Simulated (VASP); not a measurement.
OSZICAR of a VASP run on Al (fcc):

File OSZICAR:
```
       N       E                     dE             d eps       ncg     rms          rms(c)
DAV:   1     0.226714080208E+02    0.22671E+02   -0.15617E+03  1485   0.915E+02
DAV:   2     0.122721266048E+02   -0.10399E+02   -0.97681E+01  2075   0.180E+02
DAV:   3     0.117094179306E+02   -0.56271E+00   -0.54796E+00  2065   0.431E+01
DAV:   4     0.116752658122E+02   -0.34152E-01   -0.34156E-01  2075   0.113E+01
DAV:   5     0.116722907539E+02   -0.29751E-02   -0.29751E-02  2080   0.349E+00    0.235E+00
DAV:   6    -0.531894737751E+01   -0.16991E+02   -0.33741E+01  1040   0.598E+01    0.222E+00
DAV:   7    -0.532615512023E+01   -0.72077E-02   -0.65042E-02  1625   0.260E+00    0.319E+00
DAV:   8    -0.533043399612E+01   -0.42789E-02   -0.62553E-04  1180   0.318E-01    0.430E+00
DAV:   9    -0.529821823540E+01    0.32216E-01   -0.34892E-02  1290   0.146E+00    0.706E+00
DAV:  10    -0.529819787839E+01    0.20357E-04   -0.26455E-03  1300   0.604E-01    0.520E+00
DAV:  11    -0.529442671578E+01    0.37712E-02   -0.18140E-03  1130   0.553E-01    0.256E+00
DAV:  12    -0.529645103157E+01   -0.20243E-02   -0.18912E-03  1110   0.567E-01    0.193E+00
DAV:  13    -0.529700243335E+01   -0.55140E-03   -0.40610E-04  1110   0.278E-01    0.143E+00
DAV:  14    -0.529709540605E+01   -0.92973E-04   -0.94503E-05  1345   0.113E-01    0.523E-01
DAV:  15    -0.529707755817E+01    0.17848E-04   -0.11975E-05  1330   0.346E-02    0.137E-01
DAV:  16    -0.529708162532E+01   -0.40671E-05   -0.27050E-06  1145   0.239E-02    0.266E-02
DAV:  17    -0.529708126648E+01    0.35884E-06   -0.48872E-07   720   0.112E-02
   1 F= -.52970813E+01 E0= -.52971105E+01  d E =-.529708E+01
```

Problem. Which electronic solver shows in the log?

Solution. It is blocked Davidson (ALGO = Normal, or the opening steps of other solvers). The INCAR had ALGO = Normal.

Problem. Can the final energy be trusted as converged?

Solution. Self-consistency was reached. It stopped with EDIFF = 1E-6, NELM = 100, NSW = 60 and EDIFFG = -0.01 after 1 ionic step (revTPSS meta-GGA, plane waves, VASP's PBE PAW potentials (set 64)).

The compound is Al in the fcc structure. It was relaxed first. The start is the result of an earlier pass.
